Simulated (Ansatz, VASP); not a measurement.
# Li3SeF in two plane-wave programs, part 2 of 3

One calculation is typed for both programs; each brings its own data sets. How far apart do they land? The cell is generated by rule, not measured, and may not be a known phase. The cell is taken from a series of runs on this material, whose earlier steps may have relaxed, scaled, displaced or heated it; both programs get it as it stands.

VASP 6.6.1 and Ansatz 0.2.0.

So far: The structure; VASP: zone-centre phonons, PBE.

## 2. VASP: zone-centre phonons, PBE (continued)

Level of this step: PBE; plane waves and PAW (Se, F, Li_sv); invented cell (VASP).

From OUTCAR (step 2):

```text
ion  position               nearest neighbor table
   1  0.000  0.000  0.000-
   2  0.500  0.500  0.500-   3 2.00   4 2.00   5 2.00   3 2.00   4 2.00   5 2.00
   3  0.500  0.500  0.000-   2 2.00   2 2.00
   4  0.500  0.000  0.500-   2 2.00   2 2.00
   5  0.000  0.500  0.500-   2 2.00   2 2.00

  LATTYP: Found a simple cubic cell.
 ALAT       =     3.9956403211

 Subroutine GETGRP returns: Found 48 space group operations
 (whereof 48 operations were pure point group operations)

The static configuration has the point symmetry O_h .

 Found     84 irreducible k-points:

   k-points           NKPTS =     84   k-points in BZ     NKDIM =     84   number of bands    NBANDS=     17

   dimension x,y,z NGX =    36 NGY =   36 NGZ =   36
   dimension x,y,z NGXF=    72 NGYF=   72 NGZF=   72

   ENCUT  =  750.0 eV  55.12 Ry    7.42 a.u.   8.92  8.92  8.92*2*pi/ulx,y,z

   NELECT =      22.0000    total number of electrons

 k-points in reciprocal lattice and weights: Automatic mesh
   0.00000000  0.00000000  0.00000000       0.001
   0.08333333  0.00000000  0.00000000       0.003
   0.16666667  0.00000000  0.00000000       0.003
   0.25000000  0.00000000  0.00000000       0.003
   0.33333333  0.00000000  0.00000000       0.003
   0.41666667  0.00000000  0.00000000       0.003
   0.50000000  0.00000000  0.00000000       0.002
   0.08333333  0.08333333  0.00000000       0.007
   0.16666667  0.08333333  0.00000000       0.014
[...]
2     0.00000     1.36552    -0.00000
    3     0.00000    -0.00000     1.36552

 Eigenvectors and eigenvalues of the dynamical matrix
 ----------------------------------------------------

   1 f  =   11.964598 THz    75.175789 2PiTHz  399.096047 cm-1    49.481581 meV
             X         Y         Z           dx          dy          dz
      0.000000  0.000000  0.000000     0.006565   -0.021945    0.000000
      1.997820  1.997820  1.997820     0.049978   -0.167071   -0.000000
      1.997820  1.997820  0.000000     0.078348   -0.261909    0.000000
      1.997820  0.000000  1.997820     0.078348    0.867339   -0.000000
      0.000000  1.997820  1.997820    -0.259457   -0.261909   -0.000000

   2 f  =   11.964598 THz    75.175789 2PiTHz  399.096047 cm-1    49.481581 meV
             X         Y         Z           dx          dy          dz
      0.000000  0.000000  0.000000    -0.000000    0.000000   -0.022905
      1.997820  1.997820  1.997820    -0.000000    0.000000   -0.174386
      1.997820  1.997820  0.000000    -0.000000    0.000000    0.905315
      1.997820  0.000000  1.997820    -0.000000   -0.000000   -0.273377
      0.000000  1.997820  1.997820     0.000000    0.000000   -0.273377

   3 f  =   11.964598 THz    75.175789 2PiTHz  399.096047 cm-1    49.481581 meV
             X         Y         Z           dx          dy          dz
      0.000000  0.000000  0.000000    -0.021945   -0.006565   -0.000000
      1.997820  1.997820  1.997820    -0.167071   -0.049978    0.000000
      1.997820  1.997820  0.000000    -0.261909   -0.078348   -0.000000
      1.997820  0.000000  1.997820    -0.261909    0.259457    0.000000
      0.000000  1.997820  1.997820     0.867339   -0.078348    0.000000

   4 f  =    8.045602 THz    50.552009 2PiTHz  268.372400 cm-1    33.273922 meV
             X         Y         Z           dx          dy          dz
      0.000000  0.000000  0.000000     0.036040    0.178974    0.002612
      1.997820  1.997820  1.997820    -0.165393   -0.821342   -0.011985
      1.997820  1.997820  0.000000     0.071278    0.353969    0.000877
      1.997820  0.000000  1.997820     0.071278    0.060092    0.005165
      0.000000  1.997820  1.997820     0.012101    0.353969    0.005165

   5 f  =    8.045602 THz    50.552009 2PiTHz  268.372400 cm-1    33.273922 meV
             X         Y         Z           dx          dy          dz
      0.000000  0.000000  0.000000    -0.004105   -0.001837    0.182530
      1.997820  1.997820  1.997820     0.018836    0.008430   -0.837661
      1.997820  1.997820  0.000000    -0.008118   -0.003633    0.061286
      1.997820  0.000000  1.997820    -0.008118   -0.000617    0.361002
      0.000000  1.997820  1.997820    -0.001378   -0.003633    0.361002

   6 f  =    8.045602 THz    50.552009 2PiTHz  268.372400 cm-1    33.273922 meV
             X         Y         Z           dx          dy          dz
      0.000000  0.000000  0.000000     0.178946   -0.036088    0.003661
      1.997820  1.997820  1.997820    -0.821214    0.165612   -0.016800
      1.997820  1.997820  0.000000     0.353914   -0.071373    0.001229
      1.997820  0.000000  1.997820     0.353914   -0.012117    0.007240
      0.000000  1.997820  1.997820     0.060083   -0.071373    0.007240

   7 f  =    5.992813 THz    37.653954 2PiTHz  199.898721 cm-1    24.784272 meV
             X         Y         Z           dx          dy          dz
      0.000000  0.000000  0.000000    -0.000000   -0.000000    0.000000
      1.997820  1.997820  1.997820     0.000000    0.000000    0.000000
      1.997820  1.997820  0.000000    -0.143303   -0.647178    0.000000
      1.997820  0.000000  1.997820     0.143303    0.000000   -0.246220
      0.000000  1.997820  1.997820     0.000000    0.647178    0.246220

   8 f  =    5.992813 THz    37.653954 2PiTHz  199.898721 cm-1    24.784272 meV
             X         Y         Z           dx          dy          dz
      0.000000  0.000000  0.000000     0.000000    0.000000   -0.000000
      1.997820  1.997820  1.997820     0.000000   -0.000000   -0.000000
      1.997820  1.997820  0.000000    -0.128034   -0.222337    0.000000
      1.997820  0.000000  1.997820     0.128034   -0.000000    0.658919
      0.000000  1.997820  1.997820    -0.000000    0.222337   -0.658919

   9 f  =    5.992813 THz    37.653954 2PiTHz  199.898721 cm-1    24.784272 meV
             X         Y         Z           dx          dy          dz
      0.000000  0.000000  0.000000     0.000000   -0.000000    0.000000
      1.997820  1.997820  1.997820    -0.000000    0.000000    0.000000
      1.997820  1.997820  0.000000    -0.680494    0.178120   -0.000000
      1.997820  0.000000  1.997820     0.680494    0.000000   -0.072124
      0.000000  1.997820  1.997820    -0.000000   -0.178120    0.072124

  10 f  =    4.377417 THz    27.504123 2PiTHz  146.014918 cm-1    18.103534 meV
             X         Y         Z           dx          dy          dz
      0.000000  0.000000  0.000000    -0.099821    0.541375   -0.101431
      1.997820  1.997820  1.997820     0.057088   -0.309615    0.058009
      1.997820  1.997820  0.000000     0.086324   -0.468177    0.061583
      1.997820  0.000000  1.997820     0.086324   -0.328692    0.087717
      0.000000  1.997820  1.997820     0.060606   -0.468177    0.087717

  11 f  =    4.377417 THz    27.504123 2PiTHz  146.014918 cm-1    18.103534 meV
             X         Y         Z           dx          dy          dz
      0.000000  0.000000  0.000000     0.547723    0.086694   -0.076309
      1.997820  1.997820  1.997820    -0.313246   -0.049581    0.043642
      1.997820  1.997820  0.000000    -0.473666   -0.074973    0.046331
      1.997820  0.000000  1.997820    -0.473666   -0.052636    0.065992
      0.000000  1.997820  1.997820    -0.332546   -0.074973    0.065992

  12 f  =    4.377417 THz    27.504123 2PiTHz  146.014918 cm-1    18.103534 meV
             X         Y         Z           dx          dy          dz
      0.000000  0.000000  0.000000     0.058093    0.112857    0.545186
      1.997820  1.997820  1.997820    -0.033224   -0.064543   -0.311795
      1.997820  1.997820  0.000000    -0.050238   -0.097598   -0.331006
      1.997820  0.000000  1.997820    -0.050238   -0.068520   -0.471473
      0.000000  1.997820  1.997820    -0.035271   -0.097598   -0.471473

  13 f/i=    0.059029 THz     0.370890 2PiTHz    1.968997 cm-1     0.244124 meV
             X         Y         Z           dx          dy          dz
      0.000000  0.000000  0.000000    -0.375284    0.703281    0.131743
      1.997820  1.997820  1.997820    -0.188675    0.353577    0.066234
      1.997820  1.997820  0.000000    -0.114274    0.214150    0.040319
      1.997820  0.000000  1.997820    -0.114274    0.215235    0.040116
      0.000000  1.997820  1.997820    -0.114853    0.214150    0.040116

  14 f/i=    0.059029 THz     0.370890 2PiTHz    1.968997 cm-1     0.244124 meV
             X         Y         Z           dx          dy          dz
      0.000000  0.000000  0.000000     0.054238   -0.120375    0.797099
      1.997820  1.997820  1.997820     0.027268   -0.060519    0.400744
      1.997820  1.997820  0.000000     0.016515   -0.036654    0.243947
      1.997820  0.000000  1.997820     0.016515   -0.036840    0.242717
      0.000000  1.997820  1.997820     0.016599   -0.036654    0.242717

  15 f/i=    0.059029 THz     0.370890 2PiTHz    1.968997 cm-1     0.244124 meV
             X         Y         Z           dx          dy          dz
      0.000000  0.000000  0.000000    -0.713456   -0.379083   -0.008701
      1.997820  1.997820  1.997820    -0.358692   -0.190585   -0.004375
      1.997820  1.997820  0.000000    -0.217248   -0.115431   -0.002663
      1.997820  0.000000  1.997820    -0.217248   -0.116016   -0.002650
      0.000000  1.997820  1.997820    -0.218349   -0.115431   -0.002650

 MACROSCOPIC STATIC DIELECTRIC TENSOR IONIC CONTRIBUTION
 ------------------------------------------------------
          18.241197    -0.000000    -0.000000
          -0.000000    18.241197    -0.000000
          -0.000000    -0.000000    18.241197
 ------------------------------------------------------

 ELASTIC MODULI CONTR FROM IONIC RELAXATION (kBar)
 Direction    XX          YY          ZZ          XY          YZ          ZX
 --------------------------------------------------------------------------------
 XX           0.0000      0.0000      0.0000      0.0000      0.0000      0.0000
 YY           0.0000      0.0000      0.0000      0.0000      0.0000      0.0000
 ZZ           0.0000      0.0000      0.0000      0.0000      0.0000      0.0000
 XY           0.0000      0.0000      0.0000      0.0000      0.0000      0.0000
 YZ           0.0000      0.0000      0.0000      0.0000      0.0000      0.0000
 ZX           0.0000      0.0000      0.0000      0.0000      0.0000      0.0000
 --------------------------------------------------------------------------------

 PIEZOELECTRIC TENSOR IONIC CONTR  for field in x, y, z        (C/m^2)
          XX          YY          ZZ          XY          YZ          ZX
  --------------------------------------------------------------------------------
  x     0.00000     0.00000     0.00000     0.00000     0.00000     0.00000
  y     0.00000     0.00000     0.00000     0.00000     0.00000     0.00000
  z     0.00000     0.00000     0.00000     0.00000     0.00000     0.00000
```

(Part 2 of 3 ends here.)

[Lines on the potential files, build, host, timing and source positions are cut from VASP's logs without a mark.]

[Logs are printed without paths, hosts, clocks, repeated set-up lines and the standing remarks that a program may print on its own settings, such as how far it seeks lower states.]

[Hosts, paths, dates, database ids (printed as entryN), source tags and the programs' standing remarks are cut or masked in the printed files.]
